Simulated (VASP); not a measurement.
Given:

```
HgTl
1.0
    1.71149     0.98813     5.20020
   -1.71149     0.98813     5.20020
    0.00000    -1.97626     5.20020
Tl Hg
1 1
Direct
  0.50000   0.50000   0.50000
  0.00000   0.00000   0.00000
```

Computed with PBEsol GGA, VASP's PBE PAW potentials (set 64) (plane waves; VASP 6.6.1). Numerical set-up: 400 eV cut-off, Gaussian smearing of 0.050 eV, potentials Tl_d Hg.

Unless said otherwise, spin-orbit coupling is left out, though it shifts the bands of the heavy elements here.

### Question
Predict the band gap (along the path) with the smallest direct gap where there is one.

### Answer

| Quantity | Value |
|---|---|
| band gap (along the path) | none (metal, semimetal or under 0.01 eV) |

Only differences to runs with the same potentials and settings are physical.

The structure comes from a computed database's TlHg entry (R-3m); how it stands against other phases isn't given here. It was relaxed first, which changed the volume by -7 %. The electron count is odd and the run is not spin-polarised, which forces a metal.
